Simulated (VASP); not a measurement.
Input:

```
CELL_PARAMETERS angstrom
      0.00000     3.12646     3.12646
      3.12646     0.00000     3.12646
      3.12646     3.12646     0.00000
ATOMIC_POSITIONS crystal
  Na 0.00000 0.00000 0.00000
  I  0.50000 0.50000 0.50000
```

Level of theory: LDA (Ceperley-Alder, Perdew-Zunger), VASP's LDA PAW potentials (set 64) (plane waves; VASP). Settings: 400 eV cut-off, 7×7×7 Γ-centred mesh, Gaussian smearing of 0.050 eV, potentials Na_pv I.

Unless said otherwise, spin-orbit coupling is left out, though it shifts the bands of the heavy elements here.

Problem. Estimate the energy per atom (σ→0), band gap (on the k-mesh) with the smallest direct gap where there is one.

Solution. 
The band gap (on the k-mesh) comes out as 3.64 eV and the smallest direct gap (on the k-mesh) comes out as 3.64 eV. The energy per atom (σ→0) is -3.008 eV/atom.

The absolute energy has meaning only against runs of the same code, potentials and settings.

The compound is NaI in the rock salt structure. It was relaxed first, which changed the volume by -10 %. The start is the result of an earlier pass.
